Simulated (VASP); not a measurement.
Set up this calculation in VASP 6.6.1, as the native input.

| Item | Value |
| --- | --- |
| Task | single point |
| Functional | PBE |
| Potentials or basis | VASP PAW PBE potentials, release 64 (F, Tl_d) |
| Cutoff | 520 eV |
| k mesh | 1 × 1 × 1 |
| Occupations | gaussian, width 0.01 eV |
| Spin | no spin polarisation |
| Further INCAR settings | ALGO = Normal; EDIFF = 1e-07; NBANDS = 17 |

The structure of FTl lies in POSCAR:

```
TlF
1.0
    9.0000000000      0.0000000000      0.0000000000
    0.0000000000      9.0000000000      0.0000000000
    0.0000000000      0.0000000000     12.0000000000
F Tl
1 1
Direct
    0.5014444400      0.5023333300      0.4159817500
    0.5014444400      0.5023333300      0.5896849200
```

The input as run:

INCAR

```
SYSTEM = TlF
  PREC = Accurate
  ENCUT = 520
  EDIFF = 1E-7
  ISMEAR = 0
  SIGMA = 0.01
  LREAL = .FALSE.
  LASPH = .TRUE.
  NELM = 80
  ALGO = Normal
  ISIF = 2
  LWAVE = .FALSE.
  LCHARG = .FALSE.
  GGA = PE
  NBANDS = 17
```

KPOINTS

```
regular mesh
0
G
  1 1 1
  0 0 0
```

Potentials or basis: VASP PAW PBE potentials, release 64 (F, Tl_d).

Run with:

```bash
$ cat potpaw_PBE.64/F/POTCAR potpaw_PBE.64/Tl_d/POTCAR > POTCAR
$ mpirun -np 1 vasp_gam > vasp.out
```

It gave:

```yaml
Largest_force: 0.690 eV/Å
Gap_between_the_frontier_levels: 4.50 eV
```

Caveat: spin-orbit coupling is left out, which as a rule narrows the gap of such compounds by several tenths of an eV.

Wall time 63 s on 1 thread of Intel(R) Xeon(R) 6975P-C (Granite Rapids) (shared host), peak memory 0.8 GiB.
